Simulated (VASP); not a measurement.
# TaTl (Pm-3m) in VASP: further runs

One crystal, TaTl, is run at these levels: PBE; tasks: band structure.

Program: VASP 6.6.1. These are calculated values, not measurements. Logs are shortened: lines on timing, memory, paths and dates and some standing lists are left out, and cuts for length are marked.

## (1) Starting point

The structure is cubic, space group Pm-3m (No. 221). The conventional cell has a = 3.622 Å, b = 3.622 Å, c = 3.622 Å, α = 90.00°, β = 90.00°, γ = 90.00°. Ta (site symmetry m-3m) has 8 Tl at 3.14 Å as nearest neighbours. Tl (site symmetry m-3m) has 8 Ta at 3.14 Å as nearest neighbours.

The cell was built by a generator and needn't be a form met in nature.

## (2) Band structure, PBE

INCAR

```
PREC = Accurate
ENCUT = 600
EDIFF = 1E-6
ISMEAR = -1
SIGMA = 0.05
LREAL = False
LASPH = True
NELM = 80
ALGO = Normal
ISIF = 2
LWAVE = False
LCHARG = False
LMAXMIX = 4
GGA = PE
```

KPOINTS

```
Automatic mesh
0
Gamma
  7 7 7
```

POSCAR

```
TaTl
1.0
    3.6221205400      0.0000000000      0.0000000000
    0.0000000000      3.6221205400      0.0000000000
    0.0000000000      0.0000000000      3.6221205400
Ta Tl
1 1
Direct
    0.0000000000      0.0000000000      0.0000000000
    0.5000000000      0.5000000000      0.5000000000
```

KPOINTS_OPT

```
path GXMGRX,MR
10
line-mode
reciprocal
 0.0000000000  0.0000000000  0.0000000000  G
 0.0000000000  0.5000000000  0.0000000000  X

 0.0000000000  0.5000000000  0.0000000000  X
 0.5000000000  0.5000000000  0.0000000000  M

 0.5000000000  0.5000000000  0.0000000000  M
 0.0000000000  0.0000000000  0.0000000000  G

 0.0000000000  0.0000000000  0.0000000000  G
 0.5000000000  0.5000000000  0.5000000000  R

 0.5000000000  0.5000000000  0.5000000000  R
 0.0000000000  0.5000000000  0.0000000000  X

 0.5000000000  0.5000000000  0.0000000000  M
 0.5000000000  0.5000000000  0.5000000000  R
```

Potentials or basis: VASP PAW PBE potentials, release 64 (Ta, Tl).

The run is started by

```console
cat potpaw_PBE.64/Ta/POTCAR potpaw_PBE.64/Tl/POTCAR > POTCAR
mpirun -np 1 vasp_std > vasp.out
```

OUTCAR:

```text
PREC = Accurate
   ENCUT = 600
   EDIFF = 1E-6
   ISMEAR = -1
   LREAL = False
   LASPH = True
   NELM = 80
   ISIF = 2
   GGA = PE

 ion  position               nearest neighbor table
   1  0.000  0.000  0.000-   2 3.14   2 3.14   2 3.14   2 3.14   2 3.14   2 3.14   2 3.14   2 3.14

   2  0.500  0.500  0.500-   1 3.14   1 3.14   1 3.14   1 3.14   1 3.14   1 3.14   1 3.14   1 3.14

  LATTYP: Found a simple cubic cell.
 ALAT       =     3.6221205400

  Lattice vectors:

 A1 = (   3.6221205400,   0.0000000000,   0.0000000000)
 A2 = (   0.0000000000,   3.6221205400,   0.0000000000)
 A3 = (   0.0000000000,   0.0000000000,   3.6221205400)

Analysis of symmetry for initial positions (statically):
=====================================================================
 Subroutine PRICEL returns:
 Original cell was already a primitive cell.

 Routine SETGRP: Setting up the symmetry group for a
 simple cubic supercell.

 Subroutine GETGRP returns: Found 48 space group operations
 (whereof 48 operations were pure point group operations)
 out of a pool of 48 trial point group operations.

The static configuration has the point symmetry O_h .

Analysis of symmetry for dynamics (positions and initial velocities):
=====================================================================
 Subroutine PRICEL returns:
 Original cell was already a primitive cell.

 Routine SETGRP: Setting up the symmetry group for a
 simple cubic supercell.

 Subroutine GETGRP returns: Found 48 space group operations
 (whereof 48 operations were pure point group operations)
 out of a pool of 48 trial point group operations.

The dynamic configuration has the point symmetry O_h .

 Subroutine INISYM returns: Found 48 space group operations
 (whereof 48 operations are pure point group operations),
 and found     1 'primitive' translations

----------------------------------------------------------------------------------------

                                     Primitive cell

  volume of cell :      47.5213

  direct lattice vectors                    reciprocal lattice vectors
     3.622120540  0.000000000  0.000000000     0.276081370  0.000000000  0.000000000
     0.000000000  3.622120540  0.000000000     0.000000000  0.276081370  0.000000000
     0.000000000  0.000000000  3.622120540     0.000000000  0.000000000  0.276081370

  length of vectors
     3.622120540  3.622120540  3.622120540     0.276081370  0.276081370  0.276081370

  position of ions in fractional coordinates (direct lattice)
     0.000000000  0.000000000  0.000000000
     0.500000000  0.500000000  0.500000000

  ion indices of the primitive-cell ions
   primitive index   ion index
                 1           1
                 2           2

----------------------------------------------------------------------------------------

 KPOINTS: Automatic mesh

Automatic generation of k-mesh.
 Grid dimensions read from file:
 generate k-points for:    7    7    7

 Generating k-lattice:

  Cartesian coordinates                     Fractional coordinates (reciprocal lattice)
     0.039440196  0.000000000  0.000000000     0.142857143  0.000000000  0.000000000
     0.000000000  0.039440196  0.000000000     0.000000000  0.142857143  0.000000000
     0.000000000  0.000000000  0.039440196     0.000000000  0.000000000  0.142857143

  Length of vectors
     0.039440196  0.039440196  0.039440196

  Shift w.r.t. Gamma in fractional coordinates (k-lattice)
     0.000000000  0.000000000  0.000000000

 Subroutine IBZKPT returns following result:
 ===========================================

 Found     20 irreducible k-points:

 Following reciprocal coordinates:
            Coordinates               Weight
  0.000000  0.000000  0.000000      1.000000
  0.142857  0.000000  0.000000      6.000000
  0.285714  0.000000  0.000000      6.000000
  0.428571  0.000000  0.000000      6.000000
  0.142857  0.142857  0.000000     12.000000
  0.285714  0.142857  0.000000     24.000000
[... 12 lines left out ...]
  0.428571  0.428571  0.285714     24.000000
  0.428571  0.428571  0.428571      8.000000
   k-points           NKPTS =     20   k-points in BZ     NKDIM =     20   number of bands    NBANDS=      8
   number of dos      NEDOS =    301   number of ions     NIONS =      2
   total plane-waves  NPLWV =  27000
   dimension x,y,z NGX =    30 NGY =   30 NGZ =   30
   dimension x,y,z NGXF=    60 NGYF=   60 NGZF=   60
   ions per type =               1   1
   NGX,Y,Z   is equivalent  to a cutoff of  13.77, 13.77, 13.77 a.u.
   NGXF,Y,Z  is equivalent  to a cutoff of  27.54, 27.54, 27.54 a.u.
 SYSTEM =  unknown system
   PREC   = accura    normal or accurate (medium, high low for compatibility)
   ISTART =      0    job   : 0-new  1-cont  2-samecut
   ICHARG =      2    charge: 1-file 2-atom 10-const
   ISPIN  =      1    spin polarized calculation?
   LNONCOLLINEAR =      F non collinear calculations
   LSORBIT =      F    spin-orbit coupling
   LASPH  =      T    aspherical Exc in radial PAW
   ENCUT  =  600.0 eV  44.10 Ry    6.64 a.u.   7.23  7.23  7.23*2*pi/ulx,y,z
   NELM   =     80;   NELMIN=  2; NELMDL= -5     # of ELM steps
   EDIFF  = 0.1E-05   stopping-criterion for ELM
   LREAL  =      F    real-space projection
   EDIFFG = 0.1E-04   stopping-criterion for IOM
   NSW    =      0    number of steps for IOM
   IBRION =     -1    ionic relax: 0-MD 1-quasi-New 2-CG
   NFREE  =      0    steps in history (QN), initial steepest desc. (CG)
   ISIF   =      2    stress and relaxation
   ISYM   =      2    0-nonsym 1-usesym 2-fastsym
   POTIM  = 0.5000    time-step for ionic-motion
   TEBEG  =    0.0;   TEEND  =   0.0 temperature during run
   PSTRESS=    0.0 pullay stress
   NELECT =       8.0000    total number of electrons
   NUPDOWN=      -1.0000    fix difference up-down
   EMIN   =  10.00;   EMAX   =-10.00  energy-range for DOS
   EFERMI =   0.00;   METHOD = LEGACY
   ISMEAR =    -1;   SIGMA  =   0.05  broadening in eV -4-tet -1-fermi 0-gaus
   EFERMI_NEDOS =   21; number of points for ismear=-14 and -15
   IALGO  =     38    algorithm
   IMIX   =      4    mixing-type and parameters
     AMIX     =   0.40;   BMIX     =  1.00
     AMIX_MAG =   1.60;   BMIX_MAG =  1.00
  volume/ion in A,a.u.               =      23.76       160.34
  Fermi-wavevector in a.u.,A,eV,Ry     =   0.903945  1.708208 11.117542  0.817116
  Thomas-Fermi vector in A             =   2.027332
   LORBIT       =      0    0 simple, 1 ext, 2 COOP (PROOUT), +10 PAW based schemes
   GGA     = PE    functional components
   LHFCALC =     F    Hartree Fock is set to
   AEXX    =    0.0000 exact exchange contribution
   IVDW    =     0    specifies the selected vdW correction
   LEPSILON=     F    determine dielectric tensor
   LRPA    =     F    only Hartree local field effects (RPA)
 non-spin polarized calculation
  energy-cutoff  :      600.00
  volume of cell :       47.52
 maximum number of plane-waves:      1596
 NGX is ok and might be reduce to    30
   NGX = 15   NGY = 15   NGZ = 15

 number of electron       8.0000000 magnetization

 Free energy of the ion-electron system (eV)
  ---------------------------------------------------
  ext. energy  EPLUGINS =         0.00000000
  ---------------------------------------------------
  free energy    TOTEN  =       -11.86946127 eV

  energy without entropy =      -11.84929365  energy(sigma->0) =      -11.85937746

 E-fermi :   5.1555     XC(G=0): -10.9587

 val. band max:        5.1143248395   @ k =   0.2857   0.1429   0.1429
 cond. band min:       5.2103765185   @ k =   0.1429   0.1429   0.0000
 fundamental gap:      0.0960516791
 Fermi energy:         5.1555060318

 k-point     1 :       0.0000    0.0000    0.0000
  band No.  band energies     occupation
      1      -4.4952      2.00000
      2       4.0159      2.00000
      3       4.0160      2.00000
      4       6.8971      0.00000
      5       6.8971      0.00000
      6       6.8971      0.00000
      7       8.5712      0.00000
      8       8.5712      0.00000

 k-point     2 :       0.1429    0.0000    0.0000
  band No.  band energies     occupation
      1      -4.2138      2.00000
      2       3.8122      2.00000
      3       4.0159      2.00000
      4       6.1772      0.00000
      5       6.1772      0.00000
      6       6.8672      0.00000
      7       6.9704      0.00000
      8       9.6003      0.00000

 k-point     3 :       0.2857    0.0000    0.0000
  band No.  band energies     occupation
      1      -3.3916      2.00000
      2       2.3304      2.00000
      3       4.0157      2.00000
      4       5.3286      0.06082
      5       5.3286      0.06081
      6       6.7030      0.00000
      7       6.8004      0.00000
      8      11.3541      0.00000

 k-point     4 :       0.4286    0.0000    0.0000
  band No.  band energies     occupation
      1      -2.1766      2.00000
      2       0.3606      2.00000
      3       4.0154      2.00000
      4       4.8654      1.99398
      5       4.8654      1.99398
      6       6.7470      0.00000
      7       7.5156      0.00000
      8      12.6783      0.00000

 k-point     5 :       0.1429    0.1429    0.0000
  band No.  band energies     occupation
      1      -3.9395      2.00000
      2       3.8499      2.00000
      3       3.9142      2.00000
      4       5.2104      0.50045
      5       5.9393      0.00000
      6       6.7160      0.00000
      7       7.8773      0.00000
      8       8.3532      0.00000
[... 133 lines left out ...]
 k-point    18 :       0.4286    0.2857    0.2857
  band No.  band energies     occupation
      1      -0.9121      2.00000
      2       2.3126      2.00000
      3       3.2124      2.00000
      4       5.3296      0.05962
      5       5.5582      0.00064
      6       6.4162      0.00000
      7       6.9796      0.00000
      8       8.4492      0.00000

 k-point    19 :       0.4286    0.4286    0.2857
  band No.  band energies     occupation
      1      -0.3004      2.00000
      2       2.6048      2.00000
      3       2.6787      2.00000
      4       5.2121      0.48778
      5       5.6483      0.00010
      6       6.8974      0.00000
      7       6.9658      0.00000
      8       8.5594      0.00000

 k-point    20 :       0.4286    0.4286    0.4286
  band No.  band energies     occupation
      1       0.6134      2.00000
      2       2.3767      2.00000
      3       2.3767      2.00000
      4       3.6797      2.00000
      5       7.2000      0.00000
      6       7.2000      0.00000
      7       7.2363      0.00000
      8       9.4389      0.00000

------------------------ aborting loop because EDIFF is reached ----------------------------------------

  FORCE on cell =-STRESS in cart. coord.  units (eV):
  Direction    XX          YY          ZZ          XY          YZ          ZX
  --------------------------------------------------------------------------------------
  -------------------------------------------------------------------------------------
  Total       -3.9524674     -3.9524674     -3.9524674     -0.0000000     -0.0000000     -0.0000000
  in kB     -133.2570454   -133.2570454   -133.2570454     -0.0000000     -0.0000000     -0.0000000
  external PRESSURE =    -133.2570454 kB  Pullay stress =       0.0000000 kB

 VOLUME and BASIS-vectors are now :
 -----------------------------------------------------------------------------
  energy-cutoff  :      600.00
  volume of cell :       47.52
      direct lattice vectors                 reciprocal lattice vectors
     3.622120540  0.000000000  0.000000000     0.276081370  0.000000000  0.000000000
     0.000000000  3.622120540  0.000000000     0.000000000  0.276081370  0.000000000
     0.000000000  0.000000000  3.622120540     0.000000000  0.000000000  0.276081370

 POSITION                                       TOTAL-FORCE (eV/Angst)
 -----------------------------------------------------------------------------------
      0.00000      0.00000      0.00000         0.000000      0.000000      0.000000
      1.81106      1.81106      1.81106         0.000000      0.000000      0.000000
 -----------------------------------------------------------------------------------
    total drift:                                0.000000     -0.000000     -0.000000

  FREE ENERGIE OF THE ION-ELECTRON SYSTEM (eV)
  ---------------------------------------------------
  free  energy   TOTEN  =       -11.8694612678 eV

  energy  without entropy=      -11.8492936460  energy(sigma->0) =      -11.85937746
```

It took 25 s on 1 thread of Intel Xeon Platinum 8375C at 2.90GHz (Ice Lake), shared host; peak memory 0.18 GiB.

What came out:

```
Free energy             : -11.8695 eV
Pressure                : -13.3 GPa
Band gap along the path : none (metal or under the smearing width)
```

Levels at the corners of the path, in eV from the Fermi level:
```
point  band 1  band 2  band 3  band 4  band 5  band 6  band 7  band 8
    Γ   -9.65   -1.14   -1.14    1.74    1.74    1.74    3.42    3.42
    X   -6.96   -5.27   -1.14   -0.35   -0.35    1.58    2.54    7.43
    X   -6.96   -5.27   -1.14   -0.35   -0.35    1.58    2.54    7.43
    M   -6.17   -1.78   -1.78   -1.42    0.96    0.96    2.62    3.26
    M   -6.17   -1.78   -1.78   -1.42    0.96    0.96    2.62    3.27
    Γ   -9.65   -1.14   -1.14    1.74    1.74    1.74    3.42    3.42
    Γ   -9.65   -1.14   -1.14    1.74    1.74    1.74    3.42    3.42
    R   -3.35   -2.94   -2.94   -2.94    2.71    2.71    3.76    3.76
    R   -3.35   -2.94   -2.94   -2.94    2.71    2.71    3.76    3.76
    X   -6.96   -5.27   -1.14   -0.35   -0.35    1.58    2.54    7.43
    M   -6.17   -1.78   -1.78   -1.42    0.96    0.96    2.62    3.26
    R   -3.35   -2.94   -2.94   -2.94    2.71    2.71    3.76    3.76
```

Caveat: spin-orbit coupling is left out, which moves the levels of the heavy elements.

## (3) Band structure, PBE

INCAR is that of step 2.

KPOINTS is that of step 2.

POSCAR is that of step 2.

KPOINTS_OPT is that of step 2.

Potentials or basis: VASP PAW PBE potentials, release 64 (Ta_pv, Tl_d).

The run is started by

```console
cat potpaw_PBE.64/Ta_pv/POTCAR potpaw_PBE.64/Tl_d/POTCAR > POTCAR
mpirun -np 1 vasp_std > vasp.out
```

It took 51 s on 1 thread of Intel Xeon Platinum 8375C at 2.90GHz (Ice Lake), shared host; peak memory 0.18 GiB.

The run converged. Its results:

```
Free energy             : -11.9515 eV
Pressure                : -13.5 GPa
Band gap along the path : none (metal or under the smearing width)
```

Levels at the corners of the path, in eV from the Fermi level:
```
point  band 8  band 9  band 10  band 11  band 12  band 13  band 14  band 15  band 16
    Γ  -11.22   -9.72    -1.10    -1.10     1.77     1.77     1.77     3.35     3.35
    X  -11.18   -6.95    -5.27    -1.11    -0.34    -0.34     1.63     2.58     7.54
    X  -11.18   -6.95    -5.27    -1.11    -0.34    -0.34     1.63     2.58     7.54
    M  -10.96   -6.18    -1.81    -1.81    -1.36     0.98     0.98     2.67     3.25
    M  -10.96   -6.18    -1.81    -1.81    -1.36     0.98     0.98     2.67     3.25
    Γ  -11.22   -9.72    -1.10    -1.10     1.77     1.77     1.77     3.35     3.35
    Γ  -11.22   -9.72    -1.10    -1.10     1.77     1.77     1.77     3.35     3.35
    R  -10.95   -3.52    -2.94    -2.94    -2.94     2.76     2.76     3.76     3.76
    R  -10.95   -3.52    -2.94    -2.94    -2.94     2.76     2.76     3.76     3.76
    X  -11.18   -6.95    -5.27    -1.11    -0.34    -0.34     1.63     2.58     7.54
    M  -10.96   -6.18    -1.81    -1.81    -1.36     0.98     0.98     2.67     3.25
    R  -10.95   -3.52    -2.94    -2.94    -2.94     2.76     2.76     3.76     3.76
```

Caveat: spin-orbit coupling is left out, which moves the levels of the heavy elements.

## (4) Band structure, PBE

INCAR is that of step 3.

KPOINTS is that of step 3.

POSCAR is that of step 3.

KPOINTS_OPT is that of step 3.

Potentials or basis: VASP PAW PBE potentials, release 64 (Ta_sv_GW, Tl_d_GW).

The run is started by

```console
cat potpaw_PBE.64/Ta_sv_GW/POTCAR potpaw_PBE.64/Tl_d_GW/POTCAR > POTCAR
mpirun -np 1 vasp_std > vasp.out
```

It took 81 s on 1 thread of Intel Xeon Platinum 8375C at 2.90GHz (Ice Lake), shared host; peak memory 0.2 GiB.

The run converged. Its results:

| Property | Result |
| --- | --- |
| Free energy | -14.4438 eV |
| Pressure | -13.6 GPa |
| Band gap along the path | none (metal or under the smearing width) |

Levels at the corners of the path, in eV from the Fermi level:
| point | band 12 | band 13 | band 14 | band 15 | band 16 | band 17 |
| --- | --- | --- | --- | --- | --- | --- |
| Γ | -1.10 | -1.10 | 1.78 | 1.78 | 1.78 | 3.35 |
| X | -5.27 | -1.11 | -0.34 | -0.34 | 1.63 | 2.58 |
| X | -5.27 | -1.11 | -0.34 | -0.34 | 1.63 | 2.58 |
| M | -1.80 | -1.80 | -1.36 | 0.98 | 0.98 | 2.67 |
| M | -1.80 | -1.80 | -1.36 | 0.98 | 0.98 | 2.68 |
| Γ | -1.10 | -1.10 | 1.78 | 1.78 | 1.78 | 3.35 |
| Γ | -1.10 | -1.10 | 1.78 | 1.78 | 1.78 | 3.35 |
| R | -2.95 | -2.95 | -2.95 | 2.76 | 2.76 | 3.76 |
| R | -2.95 | -2.95 | -2.95 | 2.76 | 2.76 | 3.76 |
| X | -5.27 | -1.11 | -0.34 | -0.34 | 1.63 | 2.58 |
| M | -1.80 | -1.80 | -1.36 | 0.98 | 0.98 | 2.80 |
| R | -2.95 | -2.95 | -2.95 | 2.76 | 2.76 | 3.76 |

Caveat: spin-orbit coupling is left out, which moves the levels of the heavy elements.

(Part 1 of 2 ends here.)
